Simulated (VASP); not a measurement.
Calculation: PBE GGA, VASP's PBE PAW potentials (set 64) (plane waves; VASP).

The input files of a VASP run:

### KPOINTS
```
Automatic mesh
0
Gamma
11 11 11
0 0 0
```

File POSCAR:
```
NaF
1.0
  0.0000000000   2.3473095309   2.3473095309
  2.3473095309   0.0000000000   2.3473095309
  2.3473095309   2.3473095309   0.0000000000
Na F
1 1
Cart
  0.0000000000   0.0000000000   0.0000000000
  2.3473095309   2.3473095309   2.3473095309
```

**INCAR**
```
SYSTEM=NaF
PREC=Normal; ENCUT=450; LREAL=F
LASPH=T
EDIFF=1E-5; NELM=100; NELMIN=4
ALGO=Fast
ISMEAR=0; SIGMA=0.05
GGA=PE
IBRION=2; NSW=20; ISIF=2
EDIFFG=-0.03
LWAVE=F; LCHARG=F
```

POTCAR, in this order: Na_pv F (PBE.64 set). Program: vasp_std.

What VASP printed:

### OSZICAR
```
       N       E                     dE             d eps       ncg     rms          rms(c)
DAV:   1     0.105060622497E+03    0.10506E+03   -0.77050E+03  1269   0.136E+03
DAV:   2    -0.364921580357E+01   -0.10871E+03   -0.10120E+03  1359   0.347E+02
DAV:   3    -0.941214409721E+01   -0.57629E+01   -0.57488E+01  1397   0.823E+01
DAV:   4    -0.946900840792E+01   -0.56864E-01   -0.56858E-01  1373   0.892E+00
DAV:   5    -0.946965712788E+01   -0.64872E-03   -0.64871E-03  1385   0.978E-01    0.535E+00
RMM:   6    -0.857838038592E+01    0.89128E+00   -0.23232E+00  1244   0.118E+01    0.161E+00
RMM:   7    -0.857421719179E+01    0.41632E-02   -0.10640E-01  1319   0.327E+00    0.117E+00
RMM:   8    -0.857661003686E+01   -0.23928E-02   -0.38099E-02  1289   0.241E+00    0.337E-01
RMM:   9    -0.857480303412E+01    0.18070E-02   -0.55867E-03  1340   0.843E-01    0.180E-01
RMM:  10    -0.857469614606E+01    0.10689E-03   -0.16790E-03  1346   0.385E-01    0.108E-01
RMM:  11    -0.857498144217E+01   -0.28530E-03   -0.99936E-04  1274   0.362E-01    0.614E-02
RMM:  12    -0.857492105093E+01    0.60391E-04   -0.87750E-04  1331   0.264E-01    0.247E-02
RMM:  13    -0.857491769863E+01    0.33523E-05   -0.95536E-05  1158   0.120E-01
   1 F= -.85749177E+01 E0= -.85749177E+01  d E =-.857492E+01
```

OUTCAR:
```
------------------------ aborting loop because EDIFF is reached ----------------------------------------
  FORCE on cell =-STRESS in cart. coord.  units (eV):
  Direction    XX          YY          ZZ          XY          YZ          ZX
  --------------------------------------------------------------------------------------
  Total       -0.3508951     -0.3508951     -0.3508951     -0.0000000      0.0000000     -0.0000000
  in kB      -21.7343595    -21.7343595    -21.7343595     -0.0000000      0.0000000     -0.0000000
  external PRESSURE =     -21.7343595 kB  Pullay stress =       0.0000000 kB
  volume of cell :       25.87
      direct lattice vectors                 reciprocal lattice vectors
     0.000000000  2.347309531  2.347309531    -0.213009828  0.213009828  0.213009828
     2.347309531  0.000000000  2.347309531     0.213009828 -0.213009828  0.213009828
     2.347309531  2.347309531  0.000000000     0.213009828  0.213009828 -0.213009828
  FREE ENERGIE OF THE ION-ELECTRON SYSTEM (eV)
  ---------------------------------------------------
  free  energy   TOTEN  =        -8.5749176986 eV

  energy  without entropy=       -8.5749176986  energy(sigma->0) =       -8.57491770

 reached required accuracy - stopping structural energy minimisation
```
(Selected blocks of OUTCAR.)

At this cut-off the stress carries a Pulay error, which pulls relaxed volumes low.

The compound is NaF in the rock salt structure. It was relaxed first.
